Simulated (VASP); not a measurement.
VASP input:

INCAR:
```
ALGO = Normal   ! blocked Davidson
ISIF = 3
SIGMA = 0.05   ! width (eV)
SYSTEM = ZnSiP2
IBRION = 2
LASPH = T
LMAXMIX = 4   ! l cut-off of mixed one-centre charges
ENCUT = 500   ! plane-wave cut-off (eV)
NELM = 100   ! most electronic steps
PSTRESS = 300   ! kbar
EDIFF = 1E-6   ! SCF stop (eV)
LWAVE = F
NSW = 40
ISMEAR = 0   ! Gaussian
PREC = Accurate
EDIFFG = -0.02   ! ionic stop
LCHARG = F
LREAL = F   ! projection in real space or not
```

File POSCAR:
```
ZnSiP2
1.0
 -2.5273198375   2.5273198375   4.9408515150
  2.5273198375  -2.5273198375   4.9408515150
  2.5273198375   2.5273198375  -4.9408515150
Zn Si P
2 2 4
Cart
  0.0000000000   0.0000000000   0.0000000000
  0.0000000000   2.5273198375   2.4704257575
  0.0000000000   0.0000000000   4.9408515150
  2.5273198375   0.0000000000   2.4704257575
  1.2144789662   1.2636599188   6.1760643938
  1.2636599187  -1.2144789662   3.7056386363
  1.3128408713   1.2636599187   1.2352128788
  1.2636599188   3.7417988037  -1.2352128788
```

KPOINTS:
```
Automatic mesh
0
Gamma
6 6 6
0 0 0
```

POTCAR, in this order: Zn Si P (LDA.64 set). Program: vasp_std.

### Question
Write an equivalent input for Quantum ESPRESSO's pw.x.

### Answer
One equivalent input (not run):
```
&CONTROL
  calculation = 'vc-relax'
  pseudo_dir = './pseudo'
  outdir = './out'
  tprnfor = .true.
  tstress = .true.
  nstep = 40
  forc_conv_thr = 0.00078
/
&SYSTEM
  ibrav = 0
  nat = 8
  ntyp = 3
  ecutwfc = 84
  occupations = 'smearing'
  smearing = 'gaussian'
  degauss = 0.003675
  input_dft = 'pz'
/
&ELECTRONS
  conv_thr = 7.3e-08
  electron_maxstep = 100
/
&IONS
/
&CELL
  press = 300
/
ATOMIC_SPECIES
  Zn 65.380 Zn.upf
  Si 28.085 Si.upf
  P 30.974 P.upf
CELL_PARAMETERS angstrom
    -2.5273198    2.5273198    4.9408515
     2.5273198   -2.5273198    4.9408515
     2.5273198    2.5273198   -4.9408515
ATOMIC_POSITIONS crystal
  Zn   0.0000000  0.0000000  0.0000000
  Zn   0.7500000  0.2500000  0.5000000
  Si   0.5000000  0.5000000  0.0000000
  Si   0.2500000  0.7500000  0.5000000
  P    0.8750000  0.8652701  0.4902701
  P    0.1347299  0.6250000  0.0097299
  P    0.3750000  0.3847299  0.5097299
  P    0.6152701  0.1250000  0.9902701
K_POINTS automatic
  6 6 6 0 0 0
```
What does not carry over: the potentials are each code's own (VASP's PAW set, PseudoDojo norm-conserving files in pw.x), so ENCUT and ecutwfc are chosen apart and not converted; conv_thr bounds pw.x's estimated SCF error, while EDIFF bounds the energy change between steps; forc_conv_thr acts on force components and is met together with etot_conv_thr.

The compound is ZnSiP2 in the chalcopyrite structure. This run relaxes it under an external pressure of 30 GPa. Symmetry was kept, so distortions that lower it aren't found.
